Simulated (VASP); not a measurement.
Output of a VASP run:

OSZICAR:
```
       N       E                     dE             d eps       ncg     rms          rms(c)
DAV:   1     0.248845915214E+03    0.24885E+03   -0.15309E+04   576   0.178E+03
DAV:   2    -0.521957811817E+02   -0.30104E+03   -0.29003E+03   666   0.460E+02
DAV:   3    -0.794391938760E+02   -0.27243E+02   -0.26933E+02   682   0.153E+02
DAV:   4    -0.802734866352E+02   -0.83429E+00   -0.83354E+00   626   0.274E+01
DAV:   5    -0.803012206319E+02   -0.27734E-01   -0.27731E-01   706   0.510E+00    0.709E+00
DAV:   6    -0.714159894021E+02    0.88852E+01   -0.65787E+00   746   0.376E+01    0.222E+00
DAV:   7    -0.697821185222E+02    0.16339E+01   -0.12930E+00   582   0.138E+01    0.168E+00
DAV:   8    -0.729743924030E+02   -0.31923E+01   -0.76405E-01   576   0.975E+00    0.711E-01
DAV:   9    -0.694123246014E+02    0.35621E+01   -0.78783E-01   576   0.809E+00    0.937E-01
DAV:  10    -0.701031970276E+02   -0.69087E+00   -0.48401E-01   576   0.586E+00    0.185E-01
DAV:  11    -0.700894561725E+02    0.13741E-01   -0.16066E-02   614   0.146E+00    0.322E-01
DAV:  12    -0.700808615529E+02    0.85946E-02   -0.17115E-02   576   0.141E+00    0.453E-01
DAV:  13    -0.701041103954E+02   -0.23249E-01   -0.24201E-02   576   0.176E+00    0.240E-01
DAV:  14    -0.701080440835E+02   -0.39337E-02   -0.31868E-03   576   0.579E-01    0.138E-01
DAV:  15    -0.701104817771E+02   -0.24377E-02   -0.43567E-04   576   0.231E-01    0.139E-01
DAV:  16    -0.701101289213E+02    0.35286E-03   -0.24770E-03   652   0.370E-01    0.165E-02
DAV:  17    -0.701104755412E+02   -0.34662E-03   -0.18451E-04   580   0.165E-01    0.127E-02
DAV:  18    -0.701104712736E+02    0.42676E-05   -0.10437E-05   612   0.454E-02    0.125E-02
DAV:  19    -0.701105143030E+02   -0.43029E-04   -0.14358E-05   576   0.352E-02    0.599E-03
DAV:  20    -0.701105236053E+02   -0.93023E-05   -0.39481E-06   576   0.217E-02    0.238E-03
DAV:  21    -0.701105256038E+02   -0.19984E-05   -0.10920E-06   448   0.121E-02    0.242E-03
DAV:  22    -0.701105257447E+02   -0.14094E-06   -0.22507E-07   290   0.554E-03
   1 F= -.70110526E+02 E0= -.70110526E+02  d E =-.655798E-16
```

OUTCAR:
```
------------------------ aborting loop because EDIFF is reached ----------------------------------------
  FORCE on cell =-STRESS in cart. coord.  units (eV):
  Direction    XX          YY          ZZ          XY          YZ          ZX
  --------------------------------------------------------------------------------------
  Total       -1.6051312     -1.6051312     -1.6051312      0.0000000     -0.0000000      0.0000000
  in kB      -46.2510136    -46.2510136    -46.2510136      0.0000000     -0.0000000      0.0000000
  external PRESSURE =     -46.2510136 kB  Pullay stress =       0.0000000 kB
  volume of cell :       55.60
      direct lattice vectors                 reciprocal lattice vectors
     0.000000000  3.029400000  3.029400000    -0.165049185  0.165049185  0.165049185
     3.029400000  0.000000000  3.029400000     0.165049185 -0.165049185  0.165049185
     3.029400000  3.029400000  0.000000000     0.165049185  0.165049185 -0.165049185
 POSITION                                       TOTAL-FORCE (eV/Angst)
 -----------------------------------------------------------------------------------
      0.00000      0.00000      0.00000        -0.000000      0.000000     -0.000000
      1.51470      1.51470      1.51470        -0.000000     -0.000000     -0.000000
      4.54410      4.54410      4.54410         0.000000      0.000000      0.000000
 -----------------------------------------------------------------------------------
    total drift:                                0.000000     -0.000000      0.000000
  FREE ENERGIE OF THE ION-ELECTRON SYSTEM (eV)
  ---------------------------------------------------
  free  energy   TOTEN  =       -70.1105257447 eV

  energy  without entropy=      -70.1105257447  energy(sigma->0) =      -70.11052574
```
(Selected blocks of OUTCAR.)

POSCAR:
```
PbF2
1
    0.0000000000     3.0294000000     3.0294000000
    3.0294000000     0.0000000000     3.0294000000
    3.0294000000     3.0294000000     0.0000000000
Pb F
1 2
Direct
  0.0000000000   0.0000000000   0.0000000000
  0.2500000000   0.2500000000   0.2500000000
  0.7500000000   0.7500000000   0.7500000000
```

Problem. Write an INCAR and KPOINTS that could have produced this output.

Solution. Several could match; the one computed here: the input of the run itself, r2SCAN meta-GGA, plane waves, VASP's PBE PAW potentials (set 64).

**INCAR**
```
! general
SYSTEM  = PbF2
PREC    = Accurate
ENCUT   = 520
LREAL   = F   ! projection in real space or not
LASPH   = T   ! aspherical one-centre terms

! electronic loop
EDIFF   = 1E-6   ! SCF stop (eV)
NELM    = 100   ! most electronic steps
ALGO    = Normal
LMAXMIX = 4
LMIXTAU = T

! smearing
ISMEAR  = 0
SIGMA   = 0.05   ! width (eV)

! functional
METAGGA = R2SCAN

! ions
ISIF    = 2   ! forces and stress, cell fixed

! output
LWAVE   = F
LCHARG  = F
```

File KPOINTS:
```
Automatic mesh
0
Gamma
6 6 6
0 0 0
```

POTCAR, in this order: Pb_d F (PBE.64 set). Program: vasp_std.

The compound is PbF2 in the fluorite structure, the β form. The cell was not relaxed at this level. The run is one of a series of settings (GGA removed, LMIXTAU = .TRUE., METAGGA = R2SCAN against the base run), some of them coarse on purpose.
